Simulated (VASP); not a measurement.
Here is the system:

```xyz
4
Lattice="1.6881 -5.3448 0.0000 1.6881 5.3448 0.0000 0.0000 0.0000 4.4676" Properties=species:S:1:pos:R:3 pbc="T T T"
P      1.6881     4.2577     4.1075
P      1.6881     1.0871     1.8737
P      1.6881    -1.0871     2.5939
P      1.6881    -4.2577     0.3601
```

Level of theory: PBE GGA, VASP's PBE PAW potentials (set 64) (plane waves; VASP). Settings: 400 eV cut-off, 6×6×5 Γ-centred mesh, tetrahedra with Blöchl corrections, potentials P.

Q: Predict the energy per atom (σ→0), pressure, largest force, band gap (on the k-mesh) with the smallest direct gap where there is one.

A: 
```yaml
band gap (on the k-mesh): 0.12 eV
smallest direct gap (on the k-mesh): 0.12 eV
energy per atom (σ→0): -5.362 eV/atom
pressure: -2.48 GPa
largest_force: 0.415 eV/Å
```

Total energies compare only between runs with the same potentials, cut-off and functional.

The compound is P in the black structure. The cell was not relaxed at this level. The run is one of a series of settings (ISMEAR = -5, SIGMA removed against the base run), some of them coarse on purpose.
